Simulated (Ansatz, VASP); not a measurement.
# Bi2Te3 (Tellurobismuthite) in two plane-wave programs, part 3 of 3

Wanted: the spread between two codes on one cell, functional and k mesh.  Valence electrons are named where the data sets of a main pair hold unlike numbers.

VASP 6.6.1 and Ansatz 0.2.0.

So far. Step 3 (VASP: band structure, LDA): The run ends at a pressure of -1.87 GPa, with forces up to 0.15 eV/Å. Step 7 (VASP: band structure, PBE): The run ends at a pressure of 1.68 GPa, with forces up to 0.023 eV/Å.

**10. Ansatz: band structure, LDA, spin-orbit coupling**

Level of this step: Ansatz beside VASP: Kohn-Sham DFT, plane waves, LDA, spin-orbit coupling (Ansatz).

The same cell, functional (in two slightly different forms), mesh and smearing now go to Ansatz, which takes its cutoff from its data sets.

The cell is taken from a series of VASP runs on this material, whose earlier steps may have relaxed, scaled or displaced it; both programs get it as it stands.

Contents of input.yaml:

```yaml
crystal:
  lattice:
    - [2.193, 1.2661291403, 10.1656666667]
    - [-2.193, 1.2661291403, 10.1656666667]
    - [0.0, -2.5322582807, 10.1656666667]
  atoms:
    - { symbol: Bi, position: [0.6, 0.6, 0.6] }
    - { symbol: Bi, position: [0.4, 0.4, 0.4] }
    - { symbol: Te, position: [0.7905, 0.7905, 0.7905] }
    - { symbol: Te, position: [0.2095, 0.2095, 0.2095] }
    - { symbol: Te, position: [0.0, 0.0, 0.0] }
hamiltonian:
  xc: lda
  pseudopotentials: { kind: paw_fr }
magnetization:
  noncollinear: true
  spin_orbit: true
kpoints:
  mp_grid: { grid: [6, 6, 6] }
  band_path:
    path:
      - [0.0, 0.0, 0.0]
      - [0.14286, 0.0, 0.0]
      - [0.28571, 0.0, 0.0]
      - [0.5, 0.0, 0.0]
      - [0.5, 0.02529, -0.02529]
      - [0.5, 0.10115, -0.10115]
      - [0.5, 0.15172, -0.15172]
      - [0.77685, 0.5, 0.22315]
      - [0.68457, 0.5, 0.31543]
      - [0.54614, 0.5, 0.45386]
      - [0.5, 0.5, 0.5]
      - [0.35714, 0.35714, 0.35714]
      - [0.28571, 0.28571, 0.28571]
      - [0.14286, 0.14286, 0.14286]
      - [0.0, 0.0, 0.0]
      - [0.09672, 0.0, -0.09672]
      - [0.19343, 0.0, -0.19343]
      - [0.3385, 0.0, -0.3385]
      - [0.63842, 0.36158, 0.0]
      - [0.56921, 0.43079, 0.0]
      - [0.52307, 0.47693, 0.0]
      - [0.5, 0.5, 0.0]
      - [0.56921, 0.56921, 0.07586]
      - [0.61535, 0.61535, 0.12643]
      - [0.6615, 0.6615, 0.17701]
      - [0.61535, 0.61535, 0.26929]
      - [0.54614, 0.54614, 0.40772]
      - [0.5, 0.5, 0.5]
      - [0.59228, 0.09672, 0.09672]
      - [0.68457, 0.19343, 0.19343]
      - [0.82299, 0.3385, 0.3385]
    npoints: 1
scf:
  occupations: { method: gaussian, width: 0.03 }
  n_extra_bands: 16
output:
  forces: true
  stress: true
  eigenvalues: true
```

On the command line:

```sh
$ ansatz run input.yaml --threads 2 --pin off --max-ram 4608MiB --backend cpu --events-out ev --progress --plain --runs-dir out
```

Numbers of over 12 decimals in the logs are rounded to 6 here.

Output:

```text
[...]
non-collinear run that drives no moment, with spin-orbit: no starting moment large enough to seed its density (crystal.atoms[].spin), no starting occupations that ask for one, no magnetisation constraint and no magnetic field, so the semilocal B_xc is pinned to zero
Crystal: 5 atoms, lattice volume = 169.357 Å³
[...]
k-point 0: bands = [... 74 lower, 8.2925, 8.2925, 8.4029, 8.4029, 9.0652, 9.0652, 9.7017, 9.7017, ... 12 higher]
  k-point 1: bands = [... 74 lower, 8.2335, 8.2335, 8.4560, 8.4560, 9.3656, 9.3656, 9.8865, 9.8865, ... 12 higher]
  k-point 2: bands = [... 74 lower, 7.9356, 7.9356, 8.5170, 8.5170, 9.3839, 9.3839, 10.4625, 10.4625, ... 12 higher]
  k-point 31: bands = [... 74 lower, 8.1135, 8.1135, 8.5905, 8.5905, 9.0060, 9.0060, 9.3441, 9.3441, ... 12 higher]
[key lines of the parts left out:]
SCF converged after 8 iterations
Magnetization: |M| = 0.0000 μB,  M = (+0.0000, +0.0000, +0.0000) μB
Free energy (F): -44741.710442 eV
Fermi energy:    8.886502 eV
P = ⅓ Tr σ = -1.3121 GPa (-13.121 kbar)
```

Elapsed: 2.2 min, on 2 threads of Arm Neoverse V2, shared host; peak memory 1.2 GiB; 4.3 min of CPU time.

**11. Side by side**

What differs besides the data sets and the points named for the pairs above, as far as they apply: spin-orbit coupling enters by fully relativistic files in Ansatz and inside the spheres in VASP; the data sets hold 78 valence electrons in Ansatz (on its fully relativistic PAW (standard-fr) files) and 48 in VASP. Total energies have different zeros and are not compared.

Compared:

| quantity | Ansatz | VASP | difference |
| --- | --- | --- | --- |
| pressure (GPa) | -1.31 | -1.47 | +0.16 |
| gap over the path points (eV) | 0.102 | 0.140 | -0.038 |

Levels at points of the path, from each program's valence-band top (eV; 8 filled, then empty):

| k (reciprocal lattice) | Ansatz | VASP |
| --- | --- | --- |
| 0.000 0.000 0.000 | -1.11 -1.11 -1.08 -1.08 -0.52 -0.52 -0.41 -0.41 0.25 0.25 0.89 0.89 1.01 1.01 | -1.15 -1.15 -1.09 -1.09 -0.45 -0.45 -0.44 -0.44 0.24 0.24 0.96 0.96 0.98 0.98 |
| 0.143 0.000 0.000 | -1.31 -1.31 -0.85 -0.85 -0.62 -0.62 -0.43 -0.43 0.59 0.59 0.92 0.92 1.94 1.94 | -1.32 -1.32 -0.88 -0.88 -0.64 -0.64 -0.45 -0.45 0.66 0.66 0.97 0.97 1.89 1.89 |
| 0.286 0.000 0.000 | -1.89 -1.89 -1.12 -1.12 -0.85 -0.85 -0.34 -0.34 0.65 0.65 1.52 1.52 1.89 1.89 | -1.92 -1.92 -1.12 -1.12 -0.85 -0.85 -0.36 -0.36 0.69 0.69 1.53 1.53 1.86 1.86 |
| 0.500 0.000 0.000 | -2.58 -2.58 -2.35 -2.35 -0.84 -0.84 -0.22 -0.22 0.30 0.30 1.48 1.48 2.48 2.48 | -2.62 -2.62 -2.37 -2.37 -0.85 -0.85 -0.24 -0.24 0.34 0.34 1.44 1.44 2.54 2.54 |
| 0.500 0.025 -0.025 | -2.50 -2.50 -2.32 -2.32 -1.03 -1.03 -0.52 -0.52 0.66 0.66 1.63 1.63 2.47 2.47 | -2.54 -2.54 -2.33 -2.33 -1.05 -1.05 -0.53 -0.53 0.69 0.69 1.58 1.58 2.54 2.54 |
| 0.500 0.101 -0.101 | -2.20 -2.20 -1.99 -1.99 -1.50 -1.50 -1.41 -1.41 1.77 1.77 2.11 2.11 2.98 2.98 | -2.23 -2.23 -2.02 -2.02 -1.52 -1.52 -1.43 -1.43 1.84 1.84 2.16 2.16 2.95 2.95 |
| 0.500 0.152 -0.152 | -2.45 -2.45 -1.90 -1.90 -1.05 -1.05 -0.90 -0.90 1.11 1.11 2.06 2.06 2.68 2.68 | -2.49 -2.49 -1.92 -1.92 -1.07 -1.07 -0.92 -0.92 1.17 1.17 2.06 2.06 2.68 2.68 |
| 0.777 0.500 0.223 | -2.09 -2.09 -1.55 -1.55 -0.75 -0.75 -0.42 -0.42 0.63 0.63 1.39 1.39 2.39 2.39 | -2.10 -2.10 -1.57 -1.57 -0.76 -0.76 -0.44 -0.44 0.68 0.68 1.37 1.37 2.40 2.40 |
| 0.685 0.500 0.315 | -1.53 -1.53 -1.37 -1.37 -1.15 -1.15 -0.86 -0.86 1.30 1.30 1.47 1.47 2.35 2.35 | -1.53 -1.53 -1.38 -1.38 -1.17 -1.17 -0.89 -0.89 1.37 1.37 1.51 1.51 2.31 2.31 |
| 0.546 0.500 0.454 | -1.19 -1.19 -0.92 -0.92 -0.45 -0.45 -0.17 -0.17 0.24 0.24 0.61 0.61 1.52 1.52 | -1.21 -1.21 -0.95 -0.95 -0.46 -0.46 -0.15 -0.15 0.28 0.28 0.65 0.65 1.47 1.47 |

At this near-relaxed geometry the largest component of a force difference is 7 meV/Å. Among the levels compared at these points, filled levels agree within 78 meV and empty ones within 97 meV.

**12. Results**

```
r.m.s. force difference (band structure, LDA)                                                      : 14 meV/Å
largest difference of a filled level at the path points (band structure, PBE)                      : 11 meV
r.m.s. force difference (band structure, PBE)                                                      : 6.6 meV/Å
largest difference of a filled level at the path points (band structure, LDA, spin-orbit coupling) : 78 meV
```

**Reading.** The r.m.s. force difference is 14 meV/Å (band structure, LDA), beyond the 12 meV/Å picked in this series as the mark of a large difference. The data sets hold unlike numbers of valence electrons (78 in Ansatz and 48 in VASP), so part of the differences comes from the potentials. Band structure, LDA, Ansatz's larger PAW set (cutoff 600 eV): the difference in pressure goes from 0.100 to 0.13 GPa. Band structure, LDA, norm-conserving potentials (cutoff 1120 eV): the difference in pressure goes from 0.100 to 0.026 GPa; the difference in gap over the path points goes from 0.013 to 0.0084 eV. Such differences can come from data sets, numerical settings and the points named under the comparisons, not from the functional's error against experiment.

[Lines on the potential files, build, host, timing and source positions are cut from VASP's logs without a mark.]

[Logs are printed without paths, hosts, clocks, repeated set-up lines and the standing remarks that a program may print on its own settings, such as how far it seeks lower states.]

[Hosts, paths, dates, database ids (printed as entryN), source tags and the programs' standing remarks are cut or masked in the printed files.]
